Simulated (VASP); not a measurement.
VASP ran on this input.

### KPOINTS
```
Automatic mesh
0
Gamma
7 7 7
0 0 0
```

File POSCAR:
```
PbTe
1.0
  0.0000000000   3.1591037630   3.1591037630
  3.1591037630   0.0000000000   3.1591037630
  3.1591037630   3.1591037630   0.0000000000
Te Pb
1 1
Cartesian
  3.1591037630   3.1591037630   3.1591037630
  0.0000000000   0.0000000000   0.0000000000
```

INCAR:
```
LCHARG = .FALSE.
LREAL = .FALSE.   ! projection in real space or not
ISMEAR = 0   ! Gaussian
LMAXMIX = 4
PREC = Accurate
EDIFF = 1E-7   ! SCF stop (eV)
NELM = 100
ENCUT = 520
SYSTEM = PbTe
LWAVE = .FALSE.
ISIF = 2
ALGO = Normal   ! blocked Davidson
LASPH = .TRUE.   ! aspherical one-centre terms
SIGMA = 0.05   ! width (eV)
```

POTCAR, in this order: Te Pb_d (LDA.64 set). Program: vasp_std.

### Question
Write an equivalent input for Ansatz.

### Answer
One equivalent input (not run):
Ansatz 0.2 input:
```yaml
crystal:
  lattice:
    - [0.0000000, 3.1591038, 3.1591038]
    - [3.1591038, 0.0000000, 3.1591038]
    - [3.1591038, 3.1591038, 0.0000000]
  atoms:
    - { symbol: Te, position: [0.5000000, 0.5000000, 0.5000000] }
    - { symbol: Pb, position: [0.0000000, 0.0000000, 0.0000000] }
kpoints:
  mp_grid: { grid: [7, 7, 7] }
hamiltonian:
  xc: lda
  pseudopotentials: { kind: paw }
scf:
  occupations: { method: gaussian, width: 0.05 }
  max_iter: 100
output: { forces: true, stress: true, eigenvalues: true }
```
Limits of the translation: each code has its own PAW files, so the cut-off isn't converted (ENCUT is set for VASP's; basis.ecutwfc is left out, and Ansatz then takes the one that its files recommend); Ansatz stops its SCF on the density residual and VASP on the energy change (EDIFF); Ansatz's lda is the Perdew-Wang form, while the LDA potentials of VASP carry Perdew-Zunger's.

The compound is PbTe in the rock salt structure. This cell is one point of a volume scan, at 0.97 of the reference volume.
